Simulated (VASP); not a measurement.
# Mg2CdO3 (P1) in VASP: relaxation of cell and atoms with PBE

Aim: the relaxation of cell and atoms of Mg2CdO3 with PBE.

Program: VASP 6.6.1. These are calculated values, not measurements. Logs are shortened: lines on timing, memory, paths and dates and some standing lists are left out, and cuts for length are marked.

### 1 Starting point

The typed cell holds 12 atoms: a = 3.128 Å, b = 6.236 Å, c = 7.853 Å, α = 90.09°, β = 90.60°, γ = 120.57°.

The cell was built by a generator and needn't be a form met in nature.

### 2 Relaxation of cell and atoms, PBE

File INCAR:

```
SYSTEM = Mg2CdO3
ALGO = Fast
EDIFF = 1E-5
EDIFFG = -0.03
ENCUT = 520
GGA = PE
IBRION = 2
ISIF = 3
ISMEAR = 0
ISYM = 0
KPAR = 4
LASPH = .TRUE.
LCHARG = .FALSE.
LREAL = Auto
LWAVE = .FALSE.
NELM = 80
NSW = 110
PREC = Normal
SIGMA = 0.05
```

File KPOINTS:

```
k-points
0
G
  6 6 3
  0 0 0
```

File POSCAR:

```
Mg2CdO3
1.0
    3.1279995900     -0.0125732100     -0.0164543000
   -3.1497770400      5.3818355200     -0.0052441300
   -0.0411573100     -0.0313353900      7.8530439700
Mg Cd O
4 2 6
Direct
    0.3041670500      0.3371693000      0.3420948100
    0.3039283200      0.8106914800      0.3531089200
    0.6261739200      0.1614624600      0.6463078800
    0.7101348900      0.6907402000      0.6573785600
    0.9689322900      0.9898026000      0.9972698400
    0.9373926700      0.4762556900      0.9963735400
    0.6946678100      0.1768298100      0.1884143700
    0.6609931300      0.6797602100      0.1701416500
    0.3315874400      0.3289118900      0.8002324700
    0.3894373000      0.8436667400      0.7988149700
    0.9956431300      0.9866410500      0.5148517300
    0.9502836200      0.4579372900      0.4969495600
```

Potentials or basis: VASP PAW PBE potentials, release 64 (Mg, Cd, O).

On the command line:

```
cat potpaw_PBE.64/Mg/POTCAR potpaw_PBE.64/Cd/POTCAR potpaw_PBE.64/O/POTCAR > POTCAR
mpirun -np 4 vasp_std > vasp.out
```

OUTCAR:

```text
SYSTEM = Mg2CdO3
   EDIFF = 1E-5
   EDIFFG = -0.03
   ENCUT = 520
   GGA = PE
   IBRION = 2
   ISIF = 3
   ISMEAR = 0
   ISYM = 0
   LASPH = .TRUE.
   LREAL = Auto
   NELM = 80
   NSW = 110
   PREC = Normal

 ion  position               nearest neighbor table
   1  0.304  0.337  0.342-   7 2.02  12 2.04  12 2.13   7 2.28   8 2.29  11 2.33   2 2.95   3 3.00
                             2 3.02   3 3.03   4 3.11   2 3.18   6 3.22   6 3.23   5 3.28   2 3.28
   2  0.304  0.811  0.353-  11 2.20  12 2.21   8 2.22  11 2.24   8 2.25   7 2.36   4 2.90   1 2.95
                             4 2.97   3 2.97   1 3.02   1 3.18   1 3.28   6 3.32   5 3.34   5 3.36
   3  0.626  0.161  0.646-  11 1.98  12 1.99   9 2.10  10 2.11  11 2.21   9 2.24   4 2.88   2 2.97
                             1 3.00   1 3.03   4 3.08   4 3.18   6 3.22   5 3.30   5 3.32   4 3.32
   4  0.710  0.691  0.657-  11 1.95  10 2.04  10 2.13   9 2.25  12 2.32  12 2.40   3 2.88   2 2.90
                             2 2.97   3 3.08   5 3.11   1 3.11   3 3.18   6 3.21   3 3.32   6 3.40
   5  0.969  0.990  0.997-   8 2.16  10 2.19   7 2.32   9 2.40   7 2.45  10 2.50   6 3.01   6 3.08
                             4 3.11   6 3.15   6 3.19   1 3.28   3 3.30   3 3.32   2 3.34   2 3.36
   6  0.937  0.476  0.996-   7 2.22   9 2.23   8 2.31   8 2.37   9 2.43  10 2.53   5 3.01   5 3.08
                             5 3.15   5 3.19   4 3.21   3 3.22   1 3.22   1 3.23   2 3.32   4 3.40
   7  0.695  0.177  0.188-   1 2.02   6 2.22   1 2.28   5 2.32   2 2.36   5 2.45
   8  0.661  0.680  0.170-   5 2.16   2 2.22   2 2.25   1 2.29   6 2.31   6 2.37
   9  0.332  0.329  0.800-   3 2.10   6 2.23   3 2.24   4 2.25   5 2.40   6 2.43
  10  0.389  0.844  0.799-   4 2.04   3 2.11   4 2.13   5 2.19   5 2.50   6 2.53
  11  0.996  0.987  0.515-   4 1.95   3 1.98   2 2.20   3 2.21   2 2.24   1 2.33
  12  0.950  0.458  0.497-   3 1.99   1 2.04   1 2.13   2 2.21   4 2.32   4 2.40

IMPORTANT INFORMATION: All symmetrisations will be switched off!
NOSYMM: (Re-)initialisation of all symmetry stuff for point group C_1.

----------------------------------------------------------------------------------------

                                     Primitive cell

  volume of cell :     131.8843

  direct lattice vectors                    reciprocal lattice vectors
     3.127999590 -0.012573210 -0.016454300     0.320459798  0.187554904  0.002427895
    -3.149777040  5.381835520 -0.005244130     0.000752580  0.186251396  0.000747129
    -0.041157310 -0.031335390  7.853043970     0.000671955  0.000517355  0.127344743

  length of vectors
     3.128068136  6.235806000  7.853214337     0.371318218  0.186254415  0.127347567

  position of ions in fractional coordinates (direct lattice)
     0.304167050  0.337169300  0.342094810
     0.303928320  0.810691480  0.353108920
     0.626173920  0.161462460  0.646307880
     0.710134890  0.690740200  0.657378560
     0.968932290  0.989802600  0.997269840
     0.937392670  0.476255690  0.996373540
     0.694667810  0.176829810  0.188414370
     0.660993130  0.679760210  0.170141650
     0.331587440  0.328911890  0.800232470
[... 119 lines left out ...]
   LEPSILON=     F    determine dielectric tensor
   LRPA    =     F    only Hartree local field effects (RPA)
 conjugate gradient relaxation of ions
 non-spin polarized calculation
 RMM-DIIS sequential band-by-band and
 Gauss-broadening in eV      SIGMA  =   0.05
  energy-cutoff  :      520.00
  volume of cell :      131.88
 maximum number of plane-waves:      3580
   NGX = 11   NGY = 23   NGZ = 29

--------------------------------------- Ionic step        1  -------------------------------------------

 number of electron      67.9999965 magnetization

 Free energy of the ion-electron system (eV)
  ---------------------------------------------------
  ext. energy  EPLUGINS =         0.00000000
  ---------------------------------------------------
  free energy    TOTEN  =       -61.36410076 eV

  energy without entropy =      -61.36410076  energy(sigma->0) =      -61.36410076

------------------------ aborting loop because EDIFF is reached ----------------------------------------

  FORCE on cell =-STRESS in cart. coord.  units (eV):
  Direction    XX          YY          ZZ          XY          YZ          ZX
  --------------------------------------------------------------------------------------
  -------------------------------------------------------------------------------------
  Total        1.8668539      4.6553659      2.2243378      1.0163116     -0.2745227      0.6057435
  in kB       22.6791994     56.5550242     27.0220396     12.3465115     -3.3349984      7.3587851
  external PRESSURE =      35.4187544 kB  Pullay stress =       0.0000000 kB
[... 119 lines left out ...]
  FREE ENERGIE OF THE ION-ELECTRON SYSTEM (eV)
  ---------------------------------------------------
  free  energy   TOTEN  =       -62.1303566200 eV

  energy  without entropy=      -62.1303566200  energy(sigma->0) =      -62.13035662

[... ionic steps 4 to 13 ...]

--------------------------------------- Ionic step       14  -------------------------------------------

 number of electron      68.0000014 magnetization

------------------------ aborting loop because EDIFF is reached ----------------------------------------
[... 87 lines left out ...]
--------------------------------------- Ionic step       16  -------------------------------------------

 number of electron      68.0000014 magnetization

 Free energy of the ion-electron system (eV)
  ---------------------------------------------------
  ext. energy  EPLUGINS =         0.00000000
  ---------------------------------------------------
  free energy    TOTEN  =       -62.48463677 eV

  energy without entropy =      -62.48463677  energy(sigma->0) =      -62.48463677

 E-fermi :   2.6950     XC(G=0): -11.1643

 val. band max:        2.4154528323   @ k =   0.1667   0.3333   0.0000
 cond. band min:       4.3345178096   @ k =   0.0000   0.0000   0.0000
 fundamental gap:      1.9190649772
 Fermi energy:         2.6950270043

 k-point     1 :       0.0000    0.0000    0.0000
  band No.  band energies     occupation
      1     -14.6015      2.00000
      2     -14.0589      2.00000
      3     -13.7152      2.00000
      4     -13.5988      2.00000
      5     -13.5865      2.00000
      6     -13.2245      2.00000
[... 1045 lines left out ...]
     40      11.1756      0.00000
     41      12.3619      0.00000

 [... further k-points ...]
[... 5 lines left out ...]
  --------------------------------------------------------------------------------------
  -------------------------------------------------------------------------------------
  Total        0.0722466     -0.0546439      0.0415890     -0.0029676      0.0259285      0.0114678
  in kB        0.8825116     -0.6674899      0.5080215     -0.0362498      0.3167243      0.1400818
  external PRESSURE =       0.2410144 kB  Pullay stress =       0.0000000 kB
[... 27 lines left out ...]
  FREE ENERGIE OF THE ION-ELECTRON SYSTEM (eV)
  ---------------------------------------------------
  free  energy   TOTEN  =       -62.4846367658 eV

  energy  without entropy=      -62.4846367658  energy(sigma->0) =      -62.48463677

 reached required accuracy - stopping structural energy minimisation
```

OSZICAR:

```text
N       E                     dE             d eps       ncg     rms          rms(c)
DAV:   1     0.517373377903E+03    0.51737E+03   -0.35848E+04  4592   0.160E+03
DAV:   2    -0.335048205680E+02   -0.55088E+03   -0.53614E+03  5413   0.385E+02
DAV:   3    -0.723041286717E+02   -0.38799E+02   -0.38589E+02  5488   0.109E+02
[... 130 lines left out ...]
DAV:   1    -0.624842028540E+02    0.60944E-04   -0.44247E-01  4596   0.377E+00    0.133E-01
RMM:   2    -0.624846437467E+02   -0.44089E-03   -0.62860E-03  4592   0.449E-01    0.545E-02
RMM:   3    -0.624846482227E+02   -0.44760E-05   -0.44094E-04  4592   0.126E-01    0.285E-02
RMM:   4    -0.624846377463E+02    0.10476E-04   -0.71968E-05  4206   0.448E-02    0.199E-02
RMM:   5    -0.624846367658E+02    0.98054E-06   -0.14174E-05  2778   0.194E-02
  16 F= -.62484637E+02 E0= -.62484637E+02  d E =-.381205E-03
```

CONTCAR:

```text
Mg2CdO3
   1.00000000000000
     3.1159062055417710    0.0009818572208568   -0.0010112087895245
    -3.1141418260458114    5.3999748863593036   -0.0007708020230278
    -0.0027063644943508   -0.0034086200395718    7.7938563795258524
  Mg              Cd              O
     4     2     6
Direct
     0.3210073609265588    0.3278573153645735    0.3410895228298387
     0.3210010104321850    0.8278825967349043    0.3410632070008385
     0.6573823594451057    0.1618950210128735    0.6527766866081711
     0.6569161127523764    0.6620221894064309    0.6527908478342320
     0.9898782425208039    0.9951606473409822    0.9967778247301715
     0.9894543908780125    0.4955065044257984    0.9969454699328553
     0.6543006553255463    0.1611789956677225    0.1931364198084233
     0.6540859537868853    0.6613352039875143    0.1929629957910519
     0.3250866711750928    0.3286079960077259    0.8006371225586588
     0.3244862638165444    0.8285371754610521    0.8003043381350943
     0.9895854004492006    0.9948963218789779    0.4967463925868030
     0.9901571484916748    0.4949887527114520    0.4967074721838472

  0.00000000E+00  0.00000000E+00  0.00000000E+00
  0.00000000E+00  0.00000000E+00  0.00000000E+00
  0.00000000E+00  0.00000000E+00  0.00000000E+00
  0.00000000E+00  0.00000000E+00  0.00000000E+00
  0.00000000E+00  0.00000000E+00  0.00000000E+00
  0.00000000E+00  0.00000000E+00  0.00000000E+00
  0.00000000E+00  0.00000000E+00  0.00000000E+00
  0.00000000E+00  0.00000000E+00  0.00000000E+00
  0.00000000E+00  0.00000000E+00  0.00000000E+00
  0.00000000E+00  0.00000000E+00  0.00000000E+00
  0.00000000E+00  0.00000000E+00  0.00000000E+00
  0.00000000E+00  0.00000000E+00  0.00000000E+00
```

Run time: 3 min. Hardware: 4 MPI ranks of Intel Xeon 6975P-C (Granite Rapids), shared host; peak memory 0.31 GiB.

Results:

```yaml
Free_energy: -62.4846 eV
Relaxed_volume: 10.93 Å³/atom
Relaxed_cell: a = 3.116 Å, b = 6.234 Å, c = 7.794 Å, α = 90.02°, β = 90.04°, γ = 119.95°
Space_group_after_relaxing_to_0.05_Å: P-3m1 (No. 164)
Energy_gained_by_relaxing: 93.4 meV/atom
Ionic_steps: 16
Pressure_after_relaxing: 0.0 GPa
Largest_force_after_relaxing: 0.023 eV/Å
Band_gap_on_the_k_mesh: 1.92 eV, indirect (least direct gap 2.05 eV)
```

Forces in eV/Å, atoms in the order of the input:
```
Mg   0.012  0.007  0.001
Mg   0.011  0.012  0.005
Mg   0.000 -0.002 -0.012
Mg   0.009 -0.012 -0.017
Cd  -0.006  0.007  0.008
Cd   0.006 -0.017 -0.001
O    0.006  0.010 -0.010
O    0.008  0.004  0.003
O   -0.022 -0.007 -0.003
O   -0.009 -0.002  0.010
O   -0.001  0.005  0.009
O   -0.012 -0.003  0.007
```

Stress tensor (GPa, compression positive):
```
 0.09  0.00  0.01
 0.00 -0.07  0.03
 0.01  0.03  0.05
```

The path:
```csv
step,energy change (eV),largest force (eV/Å),pressure (GPa),volume (Å³)
1,0.0000,2.4118,3.54,131.88
2,-0.7661,0.8648,-4.09,136.57
3,-0.7663,0.8772,-4.18,136.63
4,-1.0011,0.7113,-0.08,131.83
5,-1.0244,0.6609,1.77,129.90
6,-1.0869,0.3079,0.19,131.12
7,-1.0905,0.2891,-0.21,131.48
8,-1.1092,0.1639,-0.28,131.46
9,-1.1120,0.1486,-0.30,131.46
10,-1.1172,0.0742,0.29,130.95
11,-1.1174,0.0775,0.34,130.87
12,-1.1192,0.0513,-0.17,131.32
13,-1.1193,0.0463,-0.20,131.38
14,-1.1201,0.0341,-0.05,131.20
15,-1.1202,0.0406,0.09,131.11
16,-1.1205,0.0229,0.02,131.16
```

Final structure:
```
Mg Cd O
1.0
     3.11591    0.00098   -0.00101
    -3.11414    5.39997   -0.00077
    -0.00271   -0.00341    7.79386
Mg Cd O
4 2 6
Direct
  0.32101 0.32786 0.34109
  0.32100 0.82788 0.34106
  0.65738 0.16189 0.65278
  0.65692 0.66202 0.65279
  0.98988 0.99516 0.99678
  0.98945 0.49551 0.99695
  0.65430 0.16118 0.19314
  0.65409 0.66134 0.19296
  0.32509 0.32861 0.80064
  0.32449 0.82854 0.80030
  0.98959 0.99490 0.49675
  0.99016 0.49499 0.49671
```

Caveat: an odd mesh through Γ misses points on the zone boundary, where band edges often lie.
